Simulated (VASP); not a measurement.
Input of a VASP 6.6.1 run:

File INCAR:

```
ALGO     = Normal         # electronic algorithm
EDIFF    = 1E-6           # SCF threshold, eV
ENCUT    = 600            # plane-wave cutoff, eV
GGA      = PE             # functional
ISIF     = 2              # what is computed and relaxed
ISMEAR   = 0              # smearing method
KPAR     = 4            
LASPH    = T              # aspherical terms in the spheres
LCHARG   = F              # write CHGCAR
LMAXMIX  = 4              # l up to which the mixer works
LREAL    = F              # projectors in reciprocal space
LWAVE    = F              # write WAVECAR
NELM     = 120            # most SCF steps
PREC     = Accurate       # precision mode
SIGMA    = 0.02           # smearing width, eV
```

Contents of KPOINTS:

```
k-points
0
Gamma
  8 8 12
```

The input POSCAR:

```
TiO2                                    
1.0
    4.6447927350      0.0000000000      0.0000000000
    0.0000000000      4.6447927350      0.0000000000
    0.0000000000      0.0000000000      2.9669017091
  Ti              O             
     2     4
Direct
     0.5000000000000000    0.5000000000000000    0.0000000000000000
     0.0000000000000000    0.0000000000000000    0.5000000000000000
     0.6949785649527698    0.6949785649527698    0.5000000000000000
     0.8050214350472302    0.1949785649527698    0.0000000000000000
     0.1949785649527698    0.8050214350472302    0.0000000000000000
     0.3050214350472302    0.3050214350472302    0.5000000000000000
```

File KPOINTS_OPT:

```
path GXMGZRAZ,XR,MA
10
line-mode
reciprocal
 0.0000000000  0.0000000000  0.0000000000  G
 0.0000000000  0.5000000000  0.0000000000  X

 0.0000000000  0.5000000000  0.0000000000  X
 0.5000000000  0.5000000000  0.0000000000  M

 0.5000000000  0.5000000000  0.0000000000  M
 0.0000000000  0.0000000000  0.0000000000  G

 0.0000000000  0.0000000000  0.0000000000  G
 0.0000000000  0.0000000000  0.5000000000  Z

 0.0000000000  0.0000000000  0.5000000000  Z
 0.0000000000  0.5000000000  0.5000000000  R

 0.0000000000  0.5000000000  0.5000000000  R
 0.5000000000  0.5000000000  0.5000000000  A

 0.5000000000  0.5000000000  0.5000000000  A
 0.0000000000  0.0000000000  0.5000000000  Z

 0.0000000000  0.5000000000  0.0000000000  X
 0.0000000000  0.5000000000  0.5000000000  R

 0.5000000000  0.5000000000  0.0000000000  M
 0.5000000000  0.5000000000  0.5000000000  A
```

Potentials or basis: VASP PAW PBE potentials, release 64 (Ti_sv, O).

Launch:

```console
$ cat potpaw_PBE.64/Ti_sv/POTCAR potpaw_PBE.64/O/POTCAR > POTCAR
$ mpirun -np 4 vasp_std > vasp.out
```

Estimate the largest force.

0.005 eV/Å.

What does it give for the band gap along the path?

1.83 eV, direct.

Estimate the band gap on the k mesh.

1.83 eV, direct.

Forces in eV/Å, atoms in the order of the input:
```
Ti   0.000  0.000  0.000
Ti   0.000  0.000  0.000
O    0.003  0.003  0.000
O   -0.003  0.003  0.000
O    0.003 -0.003  0.000
O   -0.003 -0.003  0.000
```

**What was measured.**

From “Shallow Valence Band of Rutile GeO2 and P-type Doping”, 2020, arxiv:2011.08928, for a bulk crystal of TiO2 at 1.6 K: band gap 3.03 eV (direct).

A measured gap of TiO2 is 3.03 eV (direct; 1.6 K; quoted in “Shallow Valence Band of Rutile GeO2 and P-type Doping”, 2020, arxiv:2011.08928); the calculated 1.83 eV misses it by -1.20 eV. 2 values of this kind are on record in papers (3.03 to 3.05 eV); this one was drawn at random among those near their median. The value is that of PBE, without temperature or zero-point motion. Semilocal functionals fall short of measured gaps as a rule. The cell is a database's relaxed one, not the measured one, which moves gaps too.
